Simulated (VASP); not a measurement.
Input:

```yaml
crystal:
  lattice:
    - [0.00000, 1.99118, 1.99118]
    - [1.99118, 0.00000, 1.99118]
    - [1.99118, 1.99118, 0.00000]
  atoms:
    - { symbol: Al, position: [0.00000, 0.00000, 0.00000] }
```

Computed with r2SCAN meta-GGA, VASP's PBE PAW potentials (set 64) (plane waves; VASP). Settings: 520 eV cut-off, 18×18×18 Γ-centred mesh, tetrahedra with Blöchl corrections, potentials Al.

Question: What does the run give for the energy per atom (σ→0), band gap (over mesh and band path) with the smallest direct gap where there is one?

Answer: 
```
Quantity                                                               Value
----------------------------------  ----------------------------------------
band gap (over mesh and band path)  none (metal, semimetal or under 0.01 eV)
energy per atom (σ→0)                                         -6.738 eV/atom
```

The absolute energy has meaning only against runs of the same code, potentials and settings.

The compound is Al in the fcc structure. It was relaxed first.
